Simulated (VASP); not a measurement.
# Sn7MoO16 (a cell with a defect) in VASP: notebook

One crystal, Sn7MoO16 (a cell with a defect), is run at these levels: PBEsol+U; tasks: single point.

All numbers are computed with VASP 6.6.1; they aren't measurements. Logs are shortened: lines on timing, memory, paths and dates and some standing lists are left out, and cuts for length are marked.

## 1. The crystal as given

The cell holds a defect, 24 atoms: a = 9.475 Å, b = 6.700 Å, c = 7.941 Å, α = 65.05°, β = 53.37°, γ = 45.00°.

## 2. Single point, PBEsol+U, collinear spin, ferromagnetic start

File INCAR:

```
PREC     = Accurate       # precision mode
ENCUT    = 450            # plane-wave cutoff, eV
EDIFF    = 1E-5           # SCF threshold, eV
ISMEAR   = 0              # smearing method
SIGMA    = 0.03           # smearing width, eV
LREAL    = Auto         
LASPH    = T              # aspherical terms in the spheres
NELM     = 120            # most SCF steps
ALGO     = Normal         # electronic algorithm
ISIF     = 2              # what is computed and relaxed
LWAVE    = F              # write WAVECAR
LCHARG   = F              # write CHGCAR
ISPIN    = 2              # spin polarisation
MAGMOM   = 2 0 0 0 0 0 0 0 0 0 0 0 0 0 0 0 0 0 0 0 0 0 0 0 # initial moments
LORBIT   = 11             # projections on sites
NUPDOWN  = 2              # fixed moment
LMAXMIX  = 4              # l up to which the mixer works
LDAU     = T              # DFT+U
LDAUTYPE = 2            
LDAUL    = 2 -1 -1        # shell
LDAUU    = 4 0 0          # U, eV
LDAUJ    = 0 0 0        
LDAUPRINT= 1            
GGA      = PS             # functional
ISYM     = 0
```

File KPOINTS:

```
Automatic mesh
0
Gamma
  3 3 2
```

File POSCAR:

```
Sn7MoO16                                
1.0
    9.4747000000      0.0000000000      0.0000000000
    4.7373500000      4.7373500000      0.0000000000
    4.7373500000      0.0000000000      6.3728000000
  Mo              Sn              O             
     1     7    16
Direct
     0.9979259055023969    0.0016605093627264    0.0002051026352050
     0.2467399933660438    0.0024702825600186    0.5014623381863150
     0.4979458258825663    0.0019342832601621    0.0002129180446996
     0.7488850432538859    0.0013040638707161    0.4990639988381569
     0.8725296090967104    0.5018360282427389    0.2503132734401857
     0.1233205199057400    0.5015673485549892    0.7497895791105381
     0.3736922689508976    0.5017425350109803    0.2491674517522591
     0.6223269784201018    0.5024059017977858    0.7508523208883849
     0.9982729527306247    0.3005915387483593    0.0001019629236289
     0.2487791602784226    0.3069900738194369    0.4996870663190968
     0.4984414750385383    0.3065584079076564    0.9999288770172722
     0.7483115839181921    0.3069362216899487    0.5004147781013989
     0.5675908248995195    0.8064134103154921    0.2499522470330664
     0.8176776644656009    0.8056314632280017    0.7507156150501882
     0.0680975049070434    0.8085592469471379    0.2455769880016375
     0.3133729901584818    0.8085895675965631    0.7543010380974062
     0.9974808739897759    0.7027675675691680    0.0000958677008965
     0.2470733169128099    0.6971387349684024    0.4999543489729567
     0.4976775869657368    0.6971545962669818    0.0000948527066220
     0.7481147750914316    0.6959063753477847    0.5000451105408578
     0.1780801157276670    0.1976552755997837    0.2495030317732854
     0.4280289085335995    0.1964101613098626    0.7506293064150753
     0.6822981818983564    0.1946363059729080    0.2462602514461722
     0.9278189401058480    0.1953121000524026    0.7548106750046996
```

Potentials or basis: VASP PAW PBE potentials, release 64 (Mo_sv, Sn_d, O).

Run with:

```
cat potpaw_PBE.64/Mo_sv/POTCAR potpaw_PBE.64/Sn_d/POTCAR potpaw_PBE.64/O/POTCAR > POTCAR
mpirun -np 1 vasp_std > vasp.out
```

OUTCAR:

```text
PREC = Accurate
   ENCUT = 450
   EDIFF = 1E-5
   ISMEAR = 0
   LREAL = Auto
   LASPH = T
   NELM = 120
   ISIF = 2
   ISPIN = 2
   LORBIT = 11
   NUPDOWN = 2
   GGA = PS
   ISYM = 0

 ion  position               nearest neighbor table
   1  0.998  0.002  0.000-   9 2.00  17 2.01  24 2.03  15 2.03  16 2.03  23 2.03   2 3.18   4 3.18

   2  0.247  0.002  0.501-  10 2.05  18 2.05  24 2.07  16 2.07  13 2.07  21 2.07   1 3.18   3 3.19
                             6 3.70   6 3.71   8 3.71   8 3.71   5 3.71   5 3.71   7 3.72   7 3.72
   3  0.498  0.002  0.000-  11 2.04  19 2.04  13 2.06  22 2.06  21 2.06  14 2.06   4 3.19   2 3.19
                             7 3.71   8 3.71   7 3.71   5 3.71   8 3.71   6 3.71   6 3.71   5 3.71
   4  0.749  0.001  0.499-  20 2.05  12 2.05  23 2.07  14 2.07  15 2.07  22 2.07   1 3.18   3 3.19
                             5 3.70   5 3.71   7 3.71   7 3.71   6 3.71   8 3.71   6 3.71   8 3.72
   5  0.873  0.502  0.250-  13 2.04  21 2.04  12 2.06  20 2.06   9 2.09  17 2.09   6 3.19   8 3.19
                             4 3.70   4 3.71   3 3.71   2 3.71   3 3.71   2 3.71
   6  0.123  0.502  0.750-  22 2.04  14 2.04  18 2.06  10 2.06  17 2.09   9 2.09   5 3.19   7 3.19
                             2 3.70   2 3.71   3 3.71   4 3.71   3 3.71   4 3.71
   7  0.374  0.502  0.249-  19 2.06  11 2.06  23 2.06  15 2.06  10 2.06  18 2.06   8 3.18   6 3.19
                             3 3.71   3 3.71   4 3.71   4 3.71   2 3.72   2 3.72
   8  0.622  0.502  0.751-  19 2.06  11 2.06  16 2.06  20 2.06  24 2.06  12 2.06   7 3.18   5 3.19
                             2 3.71   3 3.71   3 3.71   2 3.71   4 3.71   4 3.72
   9  0.998  0.301  0.000-   1 2.00   5 2.09   6 2.09
  10  0.249  0.307  0.500-   2 2.05   6 2.06   7 2.06
  11  0.498  0.307  1.000-   3 2.04   8 2.06   7 2.06
  12  0.748  0.307  0.500-   4 2.05   5 2.06   8 2.06
  13  0.568  0.806  0.250-   5 2.04   3 2.06   2 2.07
  14  0.818  0.806  0.751-   6 2.04   3 2.06   4 2.07
[... 8 lines left out ...]
  23  0.682  0.195  0.246-   1 2.03   7 2.06   4 2.07
  24  0.928  0.195  0.755-   1 2.03   8 2.06   2 2.07

IMPORTANT INFORMATION: All symmetrisations will be switched off!
NOSYMM: (Re-)initialisation of all symmetry stuff for point group C_1.

----------------------------------------------------------------------------------------

                                     Primitive cell

  volume of cell :     286.0429

  direct lattice vectors                    reciprocal lattice vectors
     9.474700000  0.000000000  0.000000000     0.105544239 -0.105544239 -0.078458448
     4.737350000  4.737350000  0.000000000     0.000000000  0.211088478  0.000000000
     4.737350000  0.000000000  6.372800000     0.000000000  0.000000000  0.156916897

  length of vectors
     9.474700000  6.699624620  7.940721936     0.168626513  0.211088478  0.156916897

  position of ions in fractional coordinates (direct lattice)
     0.997925906  0.001660509  0.000205103
     0.246739993  0.002470283  0.501462338
     0.497945826  0.001934283  0.000212918
     0.748885043  0.001304064  0.499063999
     0.872529609  0.501836028  0.250313273
     0.123320520  0.501567349  0.749789579
[... 16 lines left out ...]
     0.682298182  0.194636306  0.246260251
     0.927818940  0.195312100  0.754810675

  ion indices of the primitive-cell ions
   primitive index   ion index
                 1           1
                 2           2
                 3           3
                 4           4
                 5           5
                 6           6
[... 16 lines left out ...]
                23          23
                24          24

----------------------------------------------------------------------------------------

 KPOINTS: Automatic mesh

Automatic generation of k-mesh.
 Grid dimensions read from file:
 generate k-points for:    3    3    2

 Generating k-lattice:

  Cartesian coordinates                     Fractional coordinates (reciprocal lattice)
     0.035181413 -0.035181413 -0.026152816     0.333333333  0.000000000 -0.000000000
     0.000000000  0.070362826  0.000000000     0.000000000  0.333333333  0.000000000
     0.000000000  0.000000000  0.078458448     0.000000000  0.000000000  0.500000000

  Length of vectors
     0.056208838  0.070362826  0.078458448

  Shift w.r.t. Gamma in fractional coordinates (k-lattice)
     0.000000000  0.000000000  0.000000000

[... 102 lines left out ...]
 onsite density matrix

spin component  1

  0.5520 -0.0001  0.2602  0.0001  0.0007
 -0.0001  0.6233 -0.0007  0.2831 -0.0087
  0.2602 -0.0007  0.6793  0.0007  0.0004
  0.0001  0.2831  0.0007  0.6257 -0.0088
  0.0007 -0.0087  0.0004 -0.0088  0.1875

spin component  2

  0.2312  0.0004 -0.1165 -0.0004  0.0003
  0.0004  0.2092  0.0000 -0.0967  0.0004
 -0.1165  0.0000  0.1470 -0.0001 -0.0003
 -0.0004 -0.0967 -0.0001  0.2084  0.0004
  0.0003  0.0004 -0.0003  0.0004  0.1381

 occupancies and eigenvectors

  o =  0.0652  v =  0.0000  0.0000  0.0000  0.0000  0.0000  0.5744 -0.0009  0.8186  0.0014  0.0011      0.0000  0.0000  0.0000  0.0000  0.0000  0.0000  0.0000  0.0000  0.0000  0.0000
  o =  0.1121  v =  0.0000  0.0000  0.0000  0.0000  0.0000  0.0003 -0.7054  0.0003 -0.7085  0.0194      0.0000  0.0000  0.0000  0.0000  0.0000  0.0000  0.0000  0.0000  0.0000  0.0000
  o =  0.1381  v =  0.0000  0.0000  0.0000  0.0000  0.0000  0.0024 -0.0137 -0.0003 -0.0138 -0.9998      0.0000  0.0000  0.0000  0.0000  0.0000  0.0000  0.0000  0.0000  0.0000  0.0000
  o =  0.1873  v = -0.0023  0.0120  0.0004  0.0123  0.9998  0.0000  0.0000  0.0000  0.0000  0.0000      0.0000  0.0000  0.0000  0.0000  0.0000  0.0000  0.0000  0.0000  0.0000  0.0000
  o =  0.3055  v =  0.0000  0.0000  0.0000  0.0000  0.0000  0.0454 -0.7075 -0.0339  0.7044  0.0001      0.0000  0.0000  0.0000  0.0000  0.0000  0.0000  0.0000  0.0000  0.0000  0.0000
  o =  0.3130  v =  0.0000  0.0000  0.0000  0.0000  0.0000  0.8173  0.0402 -0.5734 -0.0399  0.0022      0.0000  0.0000  0.0000  0.0000  0.0000  0.0000  0.0000  0.0000  0.0000  0.0000
  o =  0.3414  v =  0.0640 -0.7062 -0.0522  0.7032 -0.0000  0.0000  0.0000  0.0000  0.0000  0.0000      0.0000  0.0000  0.0000  0.0000  0.0000  0.0000  0.0000  0.0000  0.0000  0.0000
  o =  0.3478  v =  0.7840  0.0585 -0.6152 -0.0583  0.0020  0.0000  0.0000  0.0000  0.0000  0.0000      0.0000  0.0000  0.0000  0.0000  0.0000  0.0000  0.0000  0.0000  0.0000  0.0000
  o =  0.8836  v = -0.6174  0.0005 -0.7866 -0.0017 -0.0011  0.0000  0.0000  0.0000  0.0000  0.0000      0.0000  0.0000  0.0000  0.0000  0.0000  0.0000  0.0000  0.0000  0.0000  0.0000
  o =  0.9078  v =  0.0005 -0.7055  0.0007 -0.7085  0.0172  0.0000  0.0000  0.0000  0.0000  0.0000      0.0000  0.0000  0.0000  0.0000  0.0000  0.0000  0.0000  0.0000  0.0000  0.0000

 number of electron     208.0000016 magnetization       2.0000000

 Free energy of the ion-electron system (eV)
  ---------------------------------------------------
  ext. energy  EPLUGINS =         0.00000000
  ---------------------------------------------------
  free energy    TOTEN  =      -162.81731669 eV

  energy without entropy =     -162.81731669  energy(sigma->0) =     -162.81731669

 E-fermi :   6.0918     XC(G=0): -11.5466

 val. band max:        7.1796569999   @ k =   0.0000   0.0000   0.5000
 cond. band min:       7.4611723835   @ k =   0.0000   0.0000   0.0000
 fundamental gap:      0.2815153836
 Fermi energy:         7.3280584822

 spin component 1

 k-point     1 :       0.0000    0.0000    0.0000
  band No.  band energies     occupation
      1     -55.1116      1.00000
      2     -29.3844      1.00000
      3     -29.3664      1.00000
      4     -29.1700      1.00000
      5     -15.0867      1.00000
      6     -14.8682      1.00000
[... 1179 lines left out ...]
    115      12.6692      0.00000
    116      12.9266      0.00000
 Fermi energy:         6.0918130901

 spin component 2

 k-point     1 :       0.0000    0.0000    0.0000
  band No.  band energies     occupation
      1     -53.9471      1.00000
      2     -28.2807      1.00000
      3     -28.2085      1.00000
      4     -27.6444      1.00000
      5     -15.0815      1.00000
      6     -14.8634      1.00000
[... 1179 lines left out ...]
    115      12.9094      0.00000
    116      13.3367      0.00000
 [bands above 116 left out]

------------------------ aborting loop because EDIFF is reached ----------------------------------------

  FORCE on cell =-STRESS in cart. coord.  units (eV):
  Direction    XX          YY          ZZ          XY          YZ          ZX
  --------------------------------------------------------------------------------------
  -------------------------------------------------------------------------------------
  Total        3.9512197      3.8630472      7.9437977     -0.2440474      0.0409926     -0.0249446
  in kB       22.1314837     21.6376137     44.4946230     -1.3669530      0.2296067     -0.1397190
  external PRESSURE =      29.4212401 kB  Pullay stress =       0.0000000 kB

 VOLUME and BASIS-vectors are now :
 -----------------------------------------------------------------------------
  energy-cutoff  :      450.00
  volume of cell :      286.04
      direct lattice vectors                 reciprocal lattice vectors
     9.474700000  0.000000000  0.000000000     0.105544239 -0.105544239 -0.078458448
     4.737350000  4.737350000  0.000000000     0.000000000  0.211088478  0.000000000
     4.737350000  0.000000000  6.372800000     0.000000000  0.000000000  0.156916897

 POSITION                                       TOTAL-FORCE (eV/Angst)
 -----------------------------------------------------------------------------------
      9.46389      0.00787      0.00131        -0.006467      0.000042      0.011344
      4.72509      0.01170      3.19572         0.002361     -0.008230      0.059962
      4.72806      0.00916      0.00136        -0.007130      0.001025     -0.001240
      9.46588      0.00618      3.18044        -0.003243      0.007248     -0.084321
     11.83015      2.37737      1.59520         0.004959     -0.003480     -0.100310
      7.09654      2.37610      4.77826         0.000579     -0.002172      0.098407
[... 16 lines left out ...]
      8.55325      0.92206      1.56937        -0.139468      0.143669      0.229859
     13.29187      0.92526      4.81026        -0.152431      0.141350     -0.238722
 -----------------------------------------------------------------------------------
    total drift:                                0.008776     -0.008634     -0.005964

  FREE ENERGIE OF THE ION-ELECTRON SYSTEM (eV)
  ---------------------------------------------------
  free  energy   TOTEN  =      -162.8173166882 eV

  energy  without entropy=     -162.8173166882  energy(sigma->0) =     -162.81731669

 total charge

# of ion       s       p       d       tot
------------------------------------------
    1        2.312   6.265   3.551  12.129
    2        0.891   1.098  10.384  12.373
    3        0.885   1.119  10.396  12.399
    4        0.891   1.098  10.384  12.373
    5        0.890   1.102  10.381  12.373
    6        0.890   1.102  10.381  12.372
[... 16 lines left out ...]
   23        1.565   3.499   0.000   5.064
   24        1.565   3.499   0.000   5.064
--------------------------------------------------
tot         33.588  69.962  76.249 179.798

 magnetization (x)

# of ion       s       p       d       tot
------------------------------------------
    1        0.018   0.016   1.724   1.759
    2        0.013   0.005   0.001   0.020
    3        0.000   0.000   0.000   0.001
    4        0.013   0.005   0.001   0.020
    5        0.007   0.006   0.002   0.014
    6        0.006   0.006   0.002   0.014
[... 16 lines left out ...]
   23       -0.001   0.007   0.000   0.006
   24       -0.001   0.005   0.000   0.005
--------------------------------------------------
tot          0.072   0.079   1.734   1.885
```

Wall time 28 min (1 thread of Intel Xeon Platinum 8488C (Sapphire Rapids), shared host); peak memory 0.79 GiB.

What came out:

| Quantity | Value |
| --- | --- |
| Free energy | -162.8173 eV |
| Largest force | 0.378 eV/Å |
| Net moment | 2.00 μB per cell |
| Site moments | Mo +1.76; Sn +0.02, +0.00, +0.01; O -0.02, +0.01, +0.00 μB |
| Valence electrons inside the program's atomic spheres | Mo 12.13; Sn 12.37, 12.40, 12.38; O 5.05, 5.07, 5.06 |

Forces in eV/Å, atoms in the order of the input:
```
Mo  -0.006  0.000  0.011
Sn   0.002 -0.008  0.060
Sn  -0.007  0.001 -0.001
Sn  -0.003  0.007 -0.084
Sn   0.005 -0.003 -0.100
Sn   0.001 -0.002  0.098
Sn  -0.010 -0.008  0.036
Sn  -0.006 -0.013 -0.029
O    0.266  0.268 -0.003
O   -0.002  0.007  0.009
O    0.004  0.000  0.004
O    0.005  0.002  0.007
O   -0.009  0.021  0.000
O   -0.008  0.029  0.000
O    0.134 -0.135  0.237
O    0.158 -0.145 -0.248
O   -0.259 -0.255  0.002
O   -0.003 -0.008  0.003
O   -0.003  0.004  0.002
O   -0.013  0.001  0.008
O    0.025 -0.035  0.009
O    0.021 -0.012 -0.012
O   -0.139  0.144  0.230
O   -0.152  0.141 -0.239
```

Eigenvalues of the final occupation matrices:
| site | spin | trace | eigenvalues |
| --- | --- | --- | --- |
| site 1 d | 1 | 2.67 | 0.19 0.34 0.35 0.88 0.91 |
| site 1 d | 2 | 0.93 | 0.07 0.11 0.14 0.31 0.31 |

Caveat: the k mesh is coarse (spacing up to 0.49 Å⁻¹), so the values aren't converged; the cutoff is under 1.25 times the usual one of these potentials, so pressure, stress and relaxed cells hold a basis-set (Pulay) error; the PAW data sets were made with another functional, which shifts forces and pressure a little; the total moment is fixed, so each spin has its own Fermi level. The state reached can hang on the start; a lower one may exist.

(Part 1 of 2 ends here.)
